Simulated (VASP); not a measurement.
Here is the system:

```xyz
3
Lattice="3.6996 0.0000 0.0000 -1.8498 3.2040 0.0000 0.0000 0.0000 5.6450" Properties=species:S:1:pos:R:3 pbc="T T T"
Se     0.0000     2.1360     1.2891
Se     1.8498     1.0680     4.3559
Pt     3.6996     0.0000     5.6450
```

All values below come from SCAN meta-GGA, VASP's PBE PAW potentials (set 64) (plane waves; VASP). Numerical set-up: 400 eV cut-off, 8×8×5 Γ-centred mesh, tetrahedra with Blöchl corrections, potentials Se Pt.

Unless said otherwise, spin-orbit coupling is left out, though it shifts the bands of the heavy elements here.

Task: Estimate the energy per atom (σ→0), band gap (over mesh and band path) with the smallest direct gap where there is one.

Result: 
The band gap (over mesh and band path) is 0.60 eV and the smallest direct gap (over mesh and band path) is 1.02 eV. The energy per atom (σ→0) comes out as -37.323 eV/atom.

The structure comes from a measured PtSe2 entry (P-3m1) of the Crystallography Open Database, whose conditions weren't checked. It was relaxed first, which changed the volume by +11 %.
